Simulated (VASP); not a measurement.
Given:

```xyz
2
Lattice="0.0513 2.5670 2.5670 2.6183 0.0000 2.6183 2.5670 2.5670 0.0513" Properties=species:S:1:pos:R:3 pbc="T T T"
Sr     0.0000     0.0000     0.0000
O      2.6183     2.5670     2.6183
```

Computed with PBEsol GGA, VASP's PBE PAW potentials (set 64) (plane waves; VASP). Run with 600 eV cut-off, 8×8×8 Γ-centred mesh, Gaussian smearing of 0.050 eV, potentials Sr_sv O.

Give the stress tensor in GPa (positive for a compressed cell).

```
-0.06   0.00  -2.20
 0.00  -0.17   0.00
-2.20   0.00  -0.06
```
The pressure is its mean diagonal, -0.10 GPa.

The compound is SrO in the rock salt structure. This cell was strained or had an atom moved on purpose.
